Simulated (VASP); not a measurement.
Calculation: SCAN meta-GGA, VASP's PBE PAW potentials (set 64) (plane waves; VASP).

The input files of a VASP run:

**INCAR**
```
SYSTEM=KF
PREC=Accurate; ENCUT=520; LREAL=.FALSE.
LASPH=.TRUE.
EDIFF=1E-7; NELM=100; ALGO=Normal
LMIXTAU=.TRUE.
ISMEAR=0; SIGMA=0.05
METAGGA=SCAN
ISIF=2
LWAVE=.FALSE.; LCHARG=.FALSE.
```

File KPOINTS:
```
Automatic mesh
0
Gamma
 9 9 9
```

File POSCAR:
```
KF
1
    0.0000000000     2.5947872805     2.5947872805
    2.5947872805     0.0000000000     2.5947872805
    2.5947872805     2.5947872805     0.0000000000
K F
1 1
Direct
  0.0000000000   0.0000000000   0.0000000000
  0.5000000000   0.5000000000   0.5000000000
```

POTCAR, in this order: K_sv F (PBE.64 set). Program: vasp_std.

What VASP printed:

**OSZICAR**
```
       N       E                     dE             d eps       ncg     rms          rms(c)
DAV:   1     0.105973506319E+03    0.10597E+03   -0.88162E+03   840   0.134E+03
DAV:   2    -0.179509396798E+02   -0.12392E+03   -0.11427E+03  1012   0.358E+02
DAV:   3    -0.232434311280E+02   -0.52925E+01   -0.52631E+01  1084   0.673E+01
DAV:   4    -0.234234899849E+02   -0.18006E+00   -0.17989E+00  1232   0.113E+01
DAV:   5    -0.234285126080E+02   -0.50226E-02   -0.50222E-02  1112   0.140E+00    0.593E+00
DAV:   6    -0.181742936348E+02    0.52542E+01   -0.27702E+00  1176   0.212E+01    0.283E+00
DAV:   7    -0.178102128192E+02    0.36408E+00   -0.11147E+00  1108   0.137E+01    0.202E+00
DAV:   8    -0.182963046444E+02   -0.48609E+00   -0.43898E-01  1056   0.949E+00    0.116E+00
DAV:   9    -0.173428955680E+02    0.95341E+00   -0.27801E-01   860   0.601E+00    0.965E-01
DAV:  10    -0.176539975706E+02   -0.31110E+00   -0.22476E-01   852   0.483E+00    0.164E-01
DAV:  11    -0.177596090121E+02   -0.10561E+00   -0.34517E-02   848   0.264E+00    0.342E-01
DAV:  12    -0.177035325878E+02    0.56076E-01   -0.78568E-03   936   0.138E+00    0.255E-01
DAV:  13    -0.176603240765E+02    0.43209E-01   -0.15667E-02   848   0.190E+00    0.135E-01
DAV:  14    -0.176730915503E+02   -0.12767E-01   -0.49283E-03   840   0.957E-01    0.537E-02
DAV:  15    -0.176732773365E+02   -0.18579E-03   -0.27860E-04  1132   0.261E-01    0.430E-02
DAV:  16    -0.176736496962E+02   -0.37236E-03   -0.33112E-04   864   0.284E-01    0.231E-02
DAV:  17    -0.176736218522E+02    0.27844E-04   -0.22383E-04   856   0.240E-01    0.778E-03
DAV:  18    -0.176735444306E+02    0.77422E-04   -0.56161E-05   852   0.122E-01    0.935E-03
DAV:  19    -0.176735690992E+02   -0.24669E-04   -0.15851E-05   872   0.607E-02    0.552E-03
DAV:  20    -0.176735699743E+02   -0.87511E-06   -0.37833E-06   964   0.270E-02    0.244E-03
DAV:  21    -0.176735704048E+02   -0.43045E-06   -0.88218E-07   884   0.148E-02    0.199E-03
DAV:  22    -0.176735697168E+02    0.68794E-06   -0.60854E-07   976   0.903E-03    0.832E-04
DAV:  23    -0.176735700482E+02   -0.33135E-06   -0.14613E-08   612   0.158E-03    0.778E-04
DAV:  24    -0.176735700631E+02   -0.14905E-07   -0.32231E-08   588   0.273E-03
   1 F= -.17673570E+02 E0= -.17673570E+02  d E =-.200703E-21
```

OUTCAR:
```
------------------------ aborting loop because EDIFF is reached ----------------------------------------
  FORCE on cell =-STRESS in cart. coord.  units (eV):
  Direction    XX          YY          ZZ          XY          YZ          ZX
  --------------------------------------------------------------------------------------
  Total        0.5717849      0.5717849      0.5717849      0.0000000      0.0000000      0.0000000
  in kB       26.2185069     26.2185069     26.2185069      0.0000000      0.0000000      0.0000000
  external PRESSURE =      26.2185069 kB  Pullay stress =       0.0000000 kB
  volume of cell :       34.94
      direct lattice vectors                 reciprocal lattice vectors
     0.000000000  2.594787280  2.594787280    -0.192694023  0.192694023  0.192694023
     2.594787280  0.000000000  2.594787280     0.192694023 -0.192694023  0.192694023
     2.594787280  2.594787280  0.000000000     0.192694023  0.192694023 -0.192694023
  FREE ENERGIE OF THE ION-ELECTRON SYSTEM (eV)
  ---------------------------------------------------
  free  energy   TOTEN  =       -17.6735700631 eV

  energy  without entropy=      -17.6735700631  energy(sigma->0) =      -17.67357006
```
(Selected blocks of OUTCAR.)

The compound is KF in the rock salt structure. This cell is one point of a volume scan, at 0.94 of the reference volume.
